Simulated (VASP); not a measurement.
Input:

```yaml
crystal:
  lattice:
    - [4.61993, 0.00000, 0.00000]
    - [0.00000, 4.61993, 0.00000]
    - [0.00000, 0.00000, 4.61993]
  atoms:
    - { symbol: Cs, position: [0.00000, 0.00000, 0.00000] }
    - { symbol: I, position: [0.50000, 0.50000, 0.50000] }
```

Calculation: revTPSS meta-GGA, VASP's PBE PAW potentials (set 64) (plane waves; VASP). Numerical set-up: 520 eV cut-off, 7×7×7 Γ-centred mesh, tetrahedra with Blöchl corrections, potentials Cs_sv I.

Unless said otherwise, spin-orbit coupling is left out, though it shifts the bands of the heavy elements here.

Task: Give the energies of bands 6 to 11 at the high-symmetry points, in eV from the valence-band maximum.

Result: 
```json
[
 {"band": "6", "Γ": "-0.10", "X": "-1.49", "M": "-0.85", "R": "-1.24"},
 {"band": "7", "Γ": "-0.10", "X": "-0.22", "M": "-0.85", "R": "-1.24"},
 {"band": "8", "Γ": "-0.10", "X": "-0.22", "M": "0.00", "R": "-1.24"},
 {"band": "9", "Γ": "4.11", "X": "5.41", "M": "4.48", "R": "7.28"},
 {"band": "10", "Γ": "4.41", "X": "6.62", "M": "5.18", "R": "7.28"},
 {"band": "11", "Γ": "4.41", "X": "6.86", "M": "6.36", "R": "7.28"}
]
```

The gap is indirect, 4.11 eV, from the valence maximum at M to the conduction minimum at Γ.

Measured: gap 6.20 eV (computed value off by -2.09 eV), as given by Aguado et al., (1998), arXiv:cond-mat/9809176.

The compound is CsI in the CsCl type structure. It was relaxed first.
